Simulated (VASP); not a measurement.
Calculation: PBE GGA, VASP's PBE PAW potentials (set 64) (plane waves; VASP).

The input files of a VASP run:

File KPOINTS:
```
Automatic mesh
0
Gamma
1 1 1
0 0 0
```

### INCAR
```
SYSTEM=Al36N35Si
PREC=Normal; ENCUT=400; LREAL=Auto
LASPH=T; ISYM=0; NELECT=286.0
EDIFF=1E-5; NELM=100; NELMIN=4
ALGO=Fast
ISMEAR=0; SIGMA=0.05
GGA=PE
IBRION=2; NSW=60; ISIF=2
EDIFFG=-0.03
LWAVE=T; LCHARG=F
```

File POSCAR:
```
Al36N35Si
1
    4.6932676572    -8.1289780182     0.0000000000
    4.6932676572     8.1289780182     0.0000000000
    0.0000000000     0.0000000000    10.0192026154
Al N Si
36 35 1
Direct
  0.2222220000   0.1111110000   0.2500000000
  0.1111110000   0.2222220000   0.0000000000
  0.2222220000   0.1111110000   0.7500000000
  0.1111110000   0.2222220000   0.5000000000
  0.2222220000   0.4444440000   0.2500000000
  0.1111110000   0.5555560000   0.0000000000
  0.2222220000   0.4444440000   0.7500000000
  0.1111110000   0.5555560000   0.5000000000
  0.2222220000   0.7777780000   0.2500000000
  0.1111110000   0.8888890000   0.0000000000
  0.2222220000   0.7777780000   0.7500000000
  0.1111110000   0.8888890000   0.5000000000
  0.5555560000   0.1111110000   0.2500000000
  0.4444440000   0.2222220000   0.0000000000
  0.5555560000   0.1111110000   0.7500000000
  0.4421210000   0.2199670000   0.4967400000
  0.5545620000   0.4382530000   0.2461940000
  0.4444440000   0.5555560000   0.0000000000
  0.5505400000   0.4388710000   0.7536110000
  0.4492610000   0.5550820000   0.4979540000
  0.5555560000   0.7777780000   0.2500000000
  0.4444440000   0.8888890000   0.0000000000
  0.5555560000   0.7777780000   0.7500000000
  0.4444440000   0.8888890000   0.5000000000
  0.8888890000   0.1111110000   0.2500000000
  0.7777780000   0.2222220000   0.0000000000
  0.8888890000   0.1111110000   0.7500000000
  0.7777780000   0.2222220000   0.5000000000
  0.8888890000   0.4444440000   0.2500000000
  0.7777780000   0.5555560000   0.0000000000
  0.8888890000   0.4444440000   0.7500000000
  0.7826530000   0.5572340000   0.5012060000
  0.8888890000   0.7777780000   0.2500000000
  0.7777780000   0.8888890000   0.0000000000
  0.8888890000   0.7777780000   0.7500000000
  0.7777780000   0.8888890000   0.5000000000
  0.2239540000   0.1172040000   0.4367780000
  0.1111110000   0.2222220000   0.1910000000
  0.2222220000   0.1111110000   0.9410000000
  0.1111110000   0.2222220000   0.6910000000
  0.2173680000   0.4446610000   0.4371080000
  0.1111110000   0.5555560000   0.1910000000
  0.2222220000   0.4444440000   0.9410000000
  0.1111110000   0.5555560000   0.6910000000
  0.2222220000   0.7777780000   0.4410000000
  0.1111110000   0.8888890000   0.1910000000
  0.2222220000   0.7777780000   0.9410000000
  0.1111110000   0.8888890000   0.6910000000
  0.5575100000   0.1174250000   0.4372910000
  0.4426550000   0.2156580000   0.1906660000
  0.5555560000   0.1111110000   0.9410000000
  0.4463840000   0.2262090000   0.6916480000
  0.4454930000   0.5584840000   0.1861410000
  0.5555560000   0.4444440000   0.9410000000
  0.4493140000   0.5599430000   0.6864110000
  0.5534450000   0.7775900000   0.4430890000
  0.4444440000   0.8888890000   0.1910000000
  0.5555560000   0.7777780000   0.9410000000
  0.4444440000   0.8888890000   0.6910000000
  0.8888890000   0.1111110000   0.4410000000
  0.7777780000   0.2222220000   0.1910000000
  0.8888890000   0.1111110000   0.9410000000
  0.7777780000   0.2222220000   0.6910000000
  0.8955160000   0.4457470000   0.4410900000
  0.7789280000   0.5520010000   0.1883720000
  0.8888890000   0.4444440000   0.9410000000
  0.7817770000   0.5611780000   0.6887900000
  0.8838770000   0.7723260000   0.4440760000
  0.7777780000   0.8888890000   0.1910000000
  0.8888890000   0.7777780000   0.9410000000
  0.7777780000   0.8888890000   0.6910000000
  0.5564320000   0.4404510000   0.4458370000
```

POTCAR, in this order: Al N Si (PBE.64 set). Program: vasp_gam.

What VASP printed:

### OSZICAR
```
...
RMM:   6    -0.528901960720E+03    0.21330E-04   -0.52069E-05   288   0.148E-02    0.168E-02
RMM:   7    -0.528901958564E+03    0.21562E-05   -0.16158E-05   223   0.775E-03
  13 F= -.52890196E+03 E0= -.52887379E+03  d E =-.390977E-01
       N       E                     dE             d eps       ncg     rms          rms(c)
DAV:   1    -0.528914155356E+03   -0.12195E-01   -0.30469E+00   360   0.443E+00    0.391E-01
RMM:   2    -0.528921697634E+03   -0.75423E-02   -0.58889E-02   360   0.551E-01    0.873E-01
RMM:   3    -0.528917126918E+03    0.45707E-02   -0.78193E-03   369   0.198E-01    0.208E-01
RMM:   4    -0.528916194501E+03    0.93242E-03   -0.20470E-03   361   0.956E-02    0.107E-01
RMM:   5    -0.528915961415E+03    0.23309E-03   -0.20016E-03   360   0.809E-02    0.108E-01
RMM:   6    -0.528915913969E+03    0.47446E-04   -0.26469E-04   360   0.334E-02    0.485E-02
RMM:   7    -0.528915893959E+03    0.20010E-04   -0.14153E-04   343   0.207E-02    0.173E-02
RMM:   8    -0.528915896067E+03   -0.21073E-05   -0.34644E-05   269   0.105E-02
  14 F= -.52891590E+03 E0= -.52888773E+03  d E =-.139375E-01
       N       E                     dE             d eps       ncg     rms          rms(c)
DAV:   1    -0.528915950453E+03   -0.56494E-04   -0.16326E-02   424   0.324E-01    0.287E-02
RMM:   2    -0.528915990571E+03   -0.40118E-04   -0.29986E-04   360   0.388E-02    0.656E-02
RMM:   3    -0.528915965323E+03    0.25248E-04   -0.41984E-05   282   0.144E-02    0.147E-02
RMM:   4    -0.528915961185E+03    0.41381E-05   -0.10876E-05   217   0.698E-03
  15 F= -.52891596E+03 E0= -.52888780E+03  d E =-.140026E-01
       N       E                     dE             d eps       ncg     rms          rms(c)
DAV:   1    -0.528924074937E+03   -0.81096E-02   -0.24707E+00   360   0.387E+00    0.299E-01
RMM:   2    -0.528927468567E+03   -0.33936E-02   -0.42014E-02   360   0.452E-01    0.373E-01
RMM:   3    -0.528927314341E+03    0.15423E-03   -0.59600E-03   367   0.161E-01    0.247E-01
RMM:   4    -0.528926571668E+03    0.74267E-03   -0.12986E-03   362   0.752E-02    0.869E-02
RMM:   5    -0.528926434806E+03    0.13686E-03   -0.10057E-03   360   0.614E-02    0.276E-02
RMM:   6    -0.528926446581E+03   -0.11775E-04   -0.13315E-04   360   0.240E-02    0.350E-02
RMM:   7    -0.528926442695E+03    0.38860E-05   -0.29999E-05   246   0.104E-02
  16 F= -.52892644E+03 E0= -.52889830E+03  d E =-.104815E-01
       N       E                     dE             d eps       ncg     rms          rms(c)
DAV:   1    -0.528926794706E+03   -0.34813E-03   -0.19970E-01   384   0.110E+00    0.840E-02
RMM:   2    -0.528927073960E+03   -0.27925E-03   -0.34698E-03   360   0.130E-01    0.101E-01
RMM:   3    -0.528927069585E+03    0.43743E-05   -0.48536E-04   367   0.461E-02    0.713E-02
RMM:   4    -0.528927008850E+03    0.60735E-04   -0.10774E-04   356   0.218E-02    0.255E-02
RMM:   5    -0.528926998167E+03    0.10684E-04   -0.82423E-05   336   0.177E-02    0.817E-03
RMM:   6    -0.528926998509E+03   -0.34214E-06   -0.10092E-05   218   0.686E-03
  17 F= -.52892700E+03 E0= -.52889884E+03  d E =-.110373E-01
       N       E                     dE             d eps       ncg     rms          rms(c)
DAV:   1    -0.528933794106E+03   -0.67959E-02   -0.25424E+00   360   0.395E+00    0.285E-01
RMM:   2    -0.528936551852E+03   -0.27577E-02   -0.39505E-02   360   0.435E-01    0.292E-01
RMM:   3    -0.528936762017E+03   -0.21017E-03   -0.53319E-03   368   0.155E-01    0.269E-01
RMM:   4    -0.528936011566E+03    0.75045E-03   -0.12861E-03   361   0.718E-02    0.798E-02
RMM:   5    -0.528935918231E+03    0.93335E-04   -0.75671E-04   361   0.525E-02    0.592E-02
RMM:   6    -0.528935916119E+03    0.21121E-05   -0.12913E-04   345   0.227E-02    0.408E-02
RMM:   7    -0.528935908074E+03    0.80448E-05   -0.39310E-05   264   0.120E-02
  18 F= -.52893591E+03 E0= -.52890775E+03  d E =-.890957E-02
       N       E                     dE             d eps       ncg     rms          rms(c)
DAV:   1    -0.528936379194E+03   -0.46308E-03   -0.44039E-01   368   0.164E+00    0.118E-01
RMM:   2    -0.528936859089E+03   -0.47990E-03   -0.69331E-03   360   0.183E-01    0.116E-01
RMM:   3    -0.528936905110E+03   -0.46021E-04   -0.92075E-04   367   0.648E-02    0.115E-01
RMM:   4    -0.528936772223E+03    0.13289E-03   -0.22985E-04   358   0.303E-02    0.336E-02
RMM:   5    -0.528936755969E+03    0.16255E-04   -0.12973E-04   339   0.219E-02    0.235E-02
RMM:   6    -0.528936756340E+03   -0.37097E-06   -0.22432E-05   238   0.946E-03
  19 F= -.52893676E+03 E0= -.52890859E+03  d E =-.975783E-02
       N       E                     dE             d eps       ncg     rms          rms(c)
DAV:   1    -0.528939768722E+03   -0.30128E-02   -0.12415E+00   360   0.278E+00    0.287E-01
RMM:   2    -0.528943975204E+03   -0.42065E-02   -0.24249E-02   360   0.350E-01    0.648E-01
RMM:   3    -0.528941299210E+03    0.26760E-02   -0.36608E-03   365   0.131E-01    0.143E-01
RMM:   4    -0.528941012006E+03    0.28720E-03   -0.82985E-04   360   0.624E-02    0.719E-02
RMM:   5    -0.528940964141E+03    0.47865E-04   -0.58162E-04   360   0.476E-02    0.681E-02
RMM:   6    -0.528940945587E+03    0.18553E-04   -0.94785E-05   339   0.200E-02    0.319E-02
RMM:   7    -0.528940939915E+03    0.56724E-05   -0.51826E-05   293   0.127E-02
  20 F= -.52894094E+03 E0= -.52891275E+03  d E =-.418358E-02
       N       E                     dE             d eps       ncg     rms          rms(c)
DAV:   1    -0.528940941869E+03    0.37185E-05   -0.53818E-04   392   0.582E-02    0.873E-03
RMM:   2    -0.528940942979E+03   -0.11101E-05   -0.12774E-05   219   0.782E-03    0.138E-02
RMM:   3    -0.528940941986E+03    0.99309E-06   -0.21871E-06   204   0.310E-03    0.610E-03
RMM:   4    -0.528940941655E+03    0.33098E-06   -0.16469E-07    79   0.145E-03
  21 F= -.52894094E+03 E0= -.52891276E+03  d E =-.418532E-02
       N       E                     dE             d eps       ncg     rms          rms(c)
DAV:   1    -0.528942200633E+03   -0.12586E-02   -0.58790E-01   360   0.194E+00    0.152E-01
RMM:   2    -0.528943142434E+03   -0.94180E-03   -0.10184E-02   360   0.228E-01    0.250E-01
RMM:   3    -0.528942854603E+03    0.28783E-03   -0.12344E-03   362   0.795E-02    0.102E-01
RMM:   4    -0.528942676519E+03    0.17808E-03   -0.30826E-04   360   0.382E-02    0.409E-02
RMM:   5    -0.528942636372E+03    0.40147E-04   -0.28140E-04   360   0.310E-02    0.249E-02
RMM:   6    -0.528942637258E+03   -0.88673E-06   -0.33741E-05   266   0.123E-02
  22 F= -.52894264E+03 E0= -.52891445E+03  d E =-.169560E-02
       N       E                     dE             d eps       ncg     rms          rms(c)
DAV:   1    -0.528942632338E+03    0.40336E-05   -0.60683E-03   432   0.198E-01    0.173E-02
RMM:   2    -0.528942646593E+03   -0.14255E-04   -0.12102E-04   357   0.249E-02    0.330E-02
RMM:   3    -0.528942640947E+03    0.56462E-05   -0.15325E-05   217   0.888E-03    0.114E-02
RMM:   4    -0.528942639314E+03    0.16331E-05   -0.34558E-06   199   0.404E-03
  23 F= -.52894264E+03 E0= -.52891445E+03  d E =-.169766E-02
       N       E                     dE             d eps       ncg     rms          rms(c)
DAV:   1    -0.528943019111E+03   -0.37816E-03   -0.16470E-01   360   0.103E+00    0.975E-02
RMM:   2    -0.528943458874E+03   -0.43976E-03   -0.40256E-03   360   0.144E-01    0.189E-01
RMM:   3    -0.528943278412E+03    0.18046E-03   -0.58910E-04   370   0.526E-02    0.647E-02
RMM:   4    -0.528943219824E+03    0.58588E-04   -0.11034E-04   358   0.228E-02    0.326E-02
RMM:   5    -0.528943198439E+03    0.21385E-04   -0.18296E-04   360   0.258E-02    0.136E-02
RMM:   6    -0.528943198906E+03   -0.46645E-06   -0.17669E-05   222   0.965E-03
  24 F= -.52894320E+03 E0= -.52891500E+03  d E =-.559592E-03
```

File OUTCAR:
```
------------------------ aborting loop because EDIFF is reached ----------------------------------------
  FORCE on cell =-STRESS in cart. coord.  units (eV):
  Direction    XX          YY          ZZ          XY          YZ          ZX
  --------------------------------------------------------------------------------------
  Total       -2.4874734     -2.1976215     -6.3044592      0.2406564      0.0057395      0.0416770
  in kB       -5.2130825     -4.6056301    -13.2124693      0.5043518      0.0120284      0.0873439
  external PRESSURE =      -7.6770607 kB  Pullay stress =       0.0000000 kB
  volume of cell :      764.49
      direct lattice vectors                 reciprocal lattice vectors
     4.693267657 -8.128978018  0.000000000     0.106535582 -0.061508347  0.000000000
     4.693267657  8.128978018  0.000000000     0.106535582  0.061508347  0.000000000
     0.000000000  0.000000000 10.019202615     0.000000000  0.000000000  0.099808342
  FREE ENERGIE OF THE ION-ELECTRON SYSTEM (eV)
  ---------------------------------------------------
  free  energy   TOTEN  =      -528.9431989056 eV

  energy  without entropy=     -528.8868066274  energy(sigma->0) =     -528.91500277

 reached required accuracy - stopping structural energy minimisation
```
(Selected blocks of OUTCAR.)

**CONTCAR**
```
Al36N35Si
   1.00000000000000
     4.6932676571999998   -8.1289780181999998    0.0000000000000000
     4.6932676571999998    8.1289780181999998    0.0000000000000000
     0.0000000000000000    0.0000000000000000   10.0192026153999993
  Al              N               Si
    36    35     1
Direct
     0.2246356540412035    0.1118810289488615    0.2475120440537067
     0.1096453177007640    0.2213260710012571    0.0021986413758226
     0.2162968360609345    0.1079335614076429    0.7535032854392966
     0.1109694098226590    0.2219749167883217    0.5002084731271401
     0.2245782195283784    0.4457711948566828    0.2475011044359594
     0.1111526766432371    0.5555370349086699    0.0026630323044351
     0.2162543178226654    0.4413112617713859    0.7534942832229942
     0.1120329406795284    0.5568878285741993    0.4999647096456435
     0.2222408747995691    0.7776498373711552    0.2494221192192517
     0.1112855943766073    0.8887500287528164    0.0026995250553302
     0.2223869817799841    0.7776379772400569    0.7517673281970579
     0.1121384763746784    0.8882750466649308    0.4999724725469035
     0.5541060308889908    0.1117969679337494    0.2475510933032205
     0.4400883148239152    0.2132948301734640    0.9886074478457478
     0.5588444077325566    0.1079184901576001    0.7536035992841157
     0.4285237004334998    0.1893327273842610    0.5184422865050322
     0.5554525547087839    0.4442241009121334    0.1897879282055271
     0.4400670195599761    0.5598885563051942    0.9886653589986651
     0.5556898524937327    0.4444145752110932    0.7487874121775836
     0.4286511181871775    0.5724557314386083    0.5185539675828649
     0.5541884558277453    0.7754300399302736    0.2475971502473852
     0.4444131884083138    0.8887288443953700    0.0026691154595766
     0.5589833838635253    0.7840345361376020    0.7536211176726887
     0.4432587586606252    0.8881858204882230    0.5000296452291602
     0.8889776538290397    0.1111003297647735    0.2513305466704647
     0.7786112116075027    0.2213842302058930    0.0022892672167169
     0.8891607486426262    0.1111041829410544    0.7509756785496984
     0.7782706622180432    0.2218753893448420    0.5001790817509898
     0.8879688991360457    0.4457905541903579    0.2475741913055950
     0.7866135973230766    0.5599555367759178    0.9886812126067872
     0.8921166392744878    0.4413122981492268    0.7536129344473183
     0.8111233841624359    0.5723862097603785    0.5188667302346798
     0.8880541900729375    0.7754577042285226    0.2475933615721098
     0.7787185890020455    0.8905095538033121    0.0023374894780429
     0.8922330679306788    0.7841009101103142    0.7536619053900988
     0.7784127528872139    0.8897456930075280    0.5001574588176724
     0.2199995080266599    0.1080208674484489    0.4414395973879338
     0.1117786171810895    0.2224192468669516    0.1935822915434690
     0.2168733279476683    0.1083093888883920    0.9409004958549402
     0.1110407536907250    0.2219864751136506    0.6906878353024644
     0.2201104704989803    0.4450888018910926    0.4414636645414520
     0.1111165381691761    0.5554885923414878    0.1930897269839922
     0.2168487219546565    0.4415750174942332    0.9409022666597343
     0.1115822547828889    0.5561440279170327    0.6902342291951946
     0.2223738399721663    0.7776657476209146    0.4416527008706148
     0.1111922180261423    0.8887106389378284    0.1930820029913033
     0.2223200345298365    0.7776639453735456    0.9426425644998611
     0.1116856143398152    0.8884325182507286    0.6902772233183054
     0.5552708004070414    0.1077102526677081    0.4414487368983978
     0.4395086005398989    0.2121591614868226    0.1761333401046393
     0.5583596938765526    0.1083254212981455    0.9409860420105850
     0.4417413708722668    0.2162341454137655    0.7038881785020088
     0.4395237898802765    0.5604279801016995    0.1762021276258341
     0.5555799025048961    0.4443579083692573    0.9459972925499566
     0.4417349481723369    0.5586171111593238    0.7039747182821949
     0.5553511176776882    0.7807591161006131    0.4414567198041506
     0.4443317311786890    0.8886705735943641    0.1930242745951931
     0.5585102070765328    0.7831687884335587    0.9409881139758230
     0.4438980040711162    0.8884236021118885    0.6903647369390117
     0.8893866077333474    0.1113708518259906    0.4421461794074812
     0.7775060654569931    0.2224277051721310    0.1936699336259473
     0.8890009463587831    0.1111012444404512    0.9423480377190887
     0.7781792461713537    0.2220379155407554    0.6907262451775148
     0.8921095563405214    0.4450874679754204    0.4415072498833360
     0.7876412145699523    0.5604462008976835    0.1763562236439782
     0.8915208581209558    0.4416477299527700    0.9409808445592869
     0.7839903608578859    0.5586504610994153    0.7040958533611569
     0.8923637565911973    0.7805579048519881    0.4414874051714413
     0.7775348399618377    0.8882878833573778    0.1936910683894975
     0.8916671440712174    0.7832349444025011    0.9410186108330640
     0.7782390188627691    0.8892940527970200    0.6906885172699146
     0.5557728382209056    0.4444167077693467    0.4167839513460175
```

At this cut-off the stress carries a Pulay error, which pulls relaxed volumes low. The cell is charged, with a uniform compensating background. The supercell is sampled at Γ alone, which is coarse: total energies, pressure and levels can be off, energies of defects by several tenths of an eV.

The cell is a supercell with a defect, built from AlN (wurtzite): Si_N, charge +1. The run is not spin-polarised, so no state with unpaired spins was tried.
